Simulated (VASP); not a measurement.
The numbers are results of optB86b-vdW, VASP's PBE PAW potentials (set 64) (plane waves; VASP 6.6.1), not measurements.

VASP input:

INCAR:
```
AGGAC=0.0
ALGO=Normal
EDIFF=1E-7
ENCUT=520
GGA=MK
ISIF=2
ISMEAR=-5
LASPH=.TRUE.
LCHARG=.TRUE.
LMAXMIX=4
LORBIT=11
LREAL=.FALSE.
LUSE_VDW=.TRUE.
LWAVE=.FALSE.
NEDOS=601
NELM=100
PARAM1=0.1234
PARAM2=1.0
PREC=Accurate
SYSTEM=GaN
```

File POSCAR:
```
GaN
1
    0.0000000000     2.2600000000     2.2600000000
    2.2600000000     0.0000000000     2.2600000000
    2.2600000000     2.2600000000     0.0000000000
Ga N
1 1
Direct
  0.0000000000   0.0000000000   0.0000000000
  0.2500000000   0.2500000000   0.2500000000
```

**KPOINTS**
```
Automatic mesh
0
Gamma
11 11 11
0 0 0
```

POTCAR, in this order: Ga_d N (PBE.64 set). Program: vasp_std.

Q: Estimate the energy per atom (σ→0), band gap (on the k-mesh).

A: 
The energy per atom (σ→0) comes out as -3.839 eV/atom and the band gap (on the k-mesh) is 1.68 eV.

OSZICAR:
```
...
DAV:   8    -0.768363181065E+01    0.79267E-02   -0.72649E-02  1627   0.426E+00    0.809E-01
DAV:   9    -0.767848861336E+01    0.51432E-02   -0.21028E-02  2206   0.363E+00    0.196E-01
DAV:  10    -0.767881200926E+01   -0.32340E-03   -0.18267E-03  1684   0.728E-01    0.724E-02
DAV:  11    -0.767872706547E+01    0.84944E-04   -0.36028E-04  2189   0.398E-01    0.123E-02
DAV:  12    -0.767873146181E+01   -0.43963E-05   -0.32880E-05  1576   0.699E-02    0.743E-03
DAV:  13    -0.767873103663E+01    0.42518E-06   -0.17065E-06  2161   0.148E-02    0.170E-03
DAV:  14    -0.767873105015E+01   -0.13526E-07   -0.18164E-07  1398   0.415E-03
   1 F= -.76787311E+01 E0= -.76787311E+01  d E =0.000000E+00
```

The compound is GaN in the zinc blende structure, a metastable form; wurtzite is the usual one. The cell was not relaxed at this level.
